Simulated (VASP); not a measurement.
Level of theory: rev-vdW-DF2, VASP's PBE PAW potentials (set 64) (plane waves; VASP).

A VASP calculation is set up with these files.

**POSCAR**
```
CoGa
1
    2.8593461109    -0.0000000000    -0.0000000000
   -0.0000000000     2.8593461109    -0.0000000000
   -0.0000000000    -0.0000000000     2.8593461109
Ga Co
1 1
Direct
  0.5000000000   0.5000000000   0.5000000000
  0.0000000000   0.0000000000   0.0000000000
```

**INCAR**
```
SYSTEM  =  CoGa
PREC  =  Accurate; ENCUT  =  520; LREAL  =  .FALSE.
LASPH  =  .TRUE.
EDIFF  =  1E-6; NELM  =  100; ALGO  =  Normal
LMAXMIX  =  4
ISMEAR  =  1; SIGMA  =  0.1
GGA  =  MK; LUSE_VDW  =  .TRUE.; AGGAC  =  0.0
PARAM1  =  0.1234568; PARAM2  =  0.7114; ZAB_VDW  =  -1.8867
IBRION  =  2; NSW  =  60; ISIF  =  3
EDIFFG  =  -0.01
LWAVE  =  .FALSE.; LCHARG  =  .FALSE.
```

### KPOINTS
```
Automatic mesh
0
G
  11 11 11
```

POTCAR, in this order: Ga_d Co (PBE.64 set). Program: vasp_std.

Problem. Predict the energy per atom (σ→0), band gap (on the k-mesh).

Solution. 
The energy per atom (σ→0) is -2.687 eV/atom and the band gap (on the k-mesh) comes out as none (metal, semimetal or under 0.01 eV).

**OSZICAR**
```
...
DAV:   6    -0.726796759960E+01   -0.94322E+00   -0.21210E+01  1888   0.621E+01    0.108E+01
DAV:   7    -0.539787533267E+01    0.18701E+01   -0.86029E+00  1757   0.460E+01    0.180E+00
DAV:   8    -0.538032270810E+01    0.17553E-01   -0.23356E-01  2023   0.543E+00    0.655E-01
DAV:   9    -0.537411645369E+01    0.62063E-02   -0.19963E-02  2361   0.228E+00    0.132E-01
DAV:  10    -0.537385780007E+01    0.25865E-03   -0.61942E-04  2210   0.357E-01    0.679E-02
DAV:  11    -0.537384865079E+01    0.91493E-05   -0.97647E-05  2395   0.178E-01    0.136E-02
DAV:  12    -0.537384787083E+01    0.77996E-06   -0.58757E-06  2093   0.425E-02
   1 F= -.53738479E+01 E0= -.53741619E+01  d E =-.537385E+01
```

The compound is CoGa in the CsCl type structure. It was relaxed first. The start is the result of an earlier pass. The run is not spin-polarised, so no magnetic state was tried.
